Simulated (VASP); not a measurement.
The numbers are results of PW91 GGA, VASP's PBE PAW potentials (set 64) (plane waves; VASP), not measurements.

VASP ran on this input.

### POSCAR
```
KZnF3
1
    4.2021115093     0.0000000000     0.0000000000
    0.0000000000     4.2021115093     0.0000000000
    0.0000000000     0.0000000000     4.2021115093
K Zn F
1 1 3
Direct
  0.0000000000   0.0000000000   0.0000000000
  0.5000000000   0.5000000000   0.5000000000
  0.5000000000   0.0000000000   0.5000000000
  0.0000000000   0.5000000000   0.5000000000
  0.5000000000   0.5000000000   0.0000000000
```

INCAR:
```
# general
SYSTEM  = KZnF3
PREC    = Accurate
ENCUT   = 520   # plane-wave cut-off (eV)
LREAL   = .FALSE.   # projection in real space or not
LASPH   = .TRUE.

# electronic loop
EDIFF   = 1E-7   # SCF stop (eV)
NELM    = 100   # most electronic steps
ALGO    = Normal   # blocked Davidson
LMAXMIX = 4

# smearing
ISMEAR  = 0   # Gaussian
SIGMA   = 0.05

# functional
GGA     = 91   # PW91

# ions
ISIF    = 2   # forces and stress, cell fixed

# output
LWAVE   = .FALSE.
LCHARG  = .FALSE.
```

File KPOINTS:
```
Automatic mesh
0
Gamma
6 6 6
0 0 0
```

POTCAR, in this order: K_sv Zn F (PBE.64 set). Program: vasp_std.

Output of the run:

**OUTCAR**
```
 ion  position               nearest neighbor table
   1  0.000  0.000  0.000-
   2  0.500  0.500  0.500-   3 2.10   4 2.10   5 2.10   5 2.10   3 2.10   4 2.10
   3  0.500  0.000  0.500-   2 2.10   2 2.10
   4  0.000  0.500  0.500-   2 2.10   2 2.10
   5  0.500  0.500  0.000-   2 2.10   2 2.10
  LATTYP: Found a simple cubic cell.
 ALAT       =     4.2021115093
 Subroutine PRICEL returns:
 Original cell was already a primitive cell.
 Subroutine GETGRP returns: Found 48 space group operations
The static configuration has the point symmetry O_h .
The dynamic configuration has the point symmetry O_h .
 Subroutine INISYM returns: Found 48 space group operations
 Subroutine IBZKPT returns following result:
 Found     20 irreducible k-points:

 Following reciprocal coordinates:
            Coordinates               Weight
  0.000000  0.000000  0.000000      1.000000
  0.166667  0.000000  0.000000      6.000000
  0.333333  0.000000  0.000000      6.000000
  0.500000  0.000000  0.000000      3.000000
  0.166667  0.166667  0.000000     12.000000
  0.333333  0.166667  0.000000     24.000000
  0.500000  0.166667  0.000000     12.000000
  0.333333  0.333333  0.000000     12.000000
  0.500000  0.333333  0.000000     12.000000
  0.500000  0.500000  0.000000      3.000000
  0.166667  0.166667  0.166667      8.000000
  0.333333  0.166667  0.166667     24.000000
  0.500000  0.166667  0.166667     12.000000
  0.333333  0.333333  0.166667     24.000000
  0.500000  0.333333  0.166667     24.000000
  0.500000  0.500000  0.166667      6.000000
  0.333333  0.333333  0.333333      8.000000
  0.500000  0.333333  0.333333     12.000000
  0.500000  0.500000  0.333333      6.000000
  0.500000  0.500000  0.500000      1.000000
   k-points           NKPTS =     20   k-points in BZ     NKDIM =     20   number of bands    NBANDS=     25
...
```

### OSZICAR
```
       N       E                     dE             d eps       ncg     rms          rms(c)
DAV:   1     0.446127062200E+03    0.44613E+03   -0.22771E+04  1000   0.195E+03
DAV:   2     0.168311637702E+02   -0.42930E+03   -0.41804E+03  1177   0.484E+02
DAV:   3    -0.220471904031E+02   -0.38878E+02   -0.38729E+02  1154   0.159E+02
DAV:   4    -0.230211667510E+02   -0.97398E+00   -0.97217E+00  1543   0.232E+01
DAV:   5    -0.230369513259E+02   -0.15785E-01   -0.15779E-01  1358   0.226E+00    0.107E+01
DAV:   6    -0.204786898415E+02    0.25583E+01   -0.94882E+00  1440   0.424E+01    0.612E+00
DAV:   7    -0.205544532183E+02   -0.75763E-01   -0.17352E+00  1034   0.875E+00    0.411E+00
DAV:   8    -0.205725779605E+02   -0.18125E-01   -0.71532E-01  1298   0.162E+01    0.180E+00
DAV:   9    -0.205252633189E+02    0.47315E-01   -0.13270E-01  1533   0.103E+01    0.647E-01
DAV:  10    -0.205221279363E+02    0.31354E-02   -0.88242E-02  1501   0.668E+00    0.293E-01
DAV:  11    -0.205218977413E+02    0.23020E-03   -0.13473E-02  1353   0.139E+00    0.977E-02
DAV:  12    -0.205220724870E+02   -0.17475E-03   -0.51285E-04  1098   0.272E-01    0.113E-01
DAV:  13    -0.205219001545E+02    0.17233E-03   -0.10556E-03  1410   0.103E+00    0.251E-02
DAV:  14    -0.205219074745E+02   -0.73200E-05   -0.18578E-04  1319   0.146E-01    0.449E-03
DAV:  15    -0.205219073488E+02    0.12569E-06   -0.54829E-06  1578   0.371E-02    0.297E-03
DAV:  16    -0.205219072765E+02    0.72329E-07   -0.16796E-06  1506   0.146E-02    0.116E-03
DAV:  17    -0.205219072404E+02    0.36109E-07   -0.14911E-07   636   0.711E-03
   1 F= -.20521907E+02 E0= -.20521907E+02  d E =-.313893E-16
```

**OUTCAR**
```
------------------------ aborting loop because EDIFF is reached ----------------------------------------
  FORCE on cell =-STRESS in cart. coord.  units (eV):
  Direction    XX          YY          ZZ          XY          YZ          ZX
  --------------------------------------------------------------------------------------
  Total       -1.6436490     -1.6436490     -1.6436490      0.0000000      0.0000000      0.0000000
  in kB      -35.4908941    -35.4908941    -35.4908941      0.0000000      0.0000000      0.0000000
  external PRESSURE =     -35.4908941 kB  Pullay stress =       0.0000000 kB
  volume of cell :       74.20
      direct lattice vectors                 reciprocal lattice vectors
     4.202111509  0.000000000  0.000000000     0.237975598  0.000000000  0.000000000
     0.000000000  4.202111509  0.000000000     0.000000000  0.237975598  0.000000000
     0.000000000  0.000000000  4.202111509     0.000000000  0.000000000  0.237975598
 POSITION                                       TOTAL-FORCE (eV/Angst)
 -----------------------------------------------------------------------------------
      0.00000      0.00000      0.00000         0.000000      0.000000      0.000000
      2.10106      2.10106      2.10106         0.000000      0.000000      0.000000
      2.10106      0.00000      2.10106         0.000000      0.000000      0.000000
      0.00000      2.10106      2.10106         0.000000      0.000000      0.000000
      2.10106      2.10106      0.00000         0.000000      0.000000      0.000000
 -----------------------------------------------------------------------------------
    total drift:                                0.000000     -0.000000     -0.000000
  FREE ENERGIE OF THE ION-ELECTRON SYSTEM (eV)
  ---------------------------------------------------
  free  energy   TOTEN  =       -20.5219072404 eV

  energy  without entropy=      -20.5219072404  energy(sigma->0) =      -20.52190724
```
(Selected blocks of OUTCAR.)

The compound is KZnF3 in the cubic perovskite structure. This cell is one point of a volume scan, at 1.06 of the reference volume.
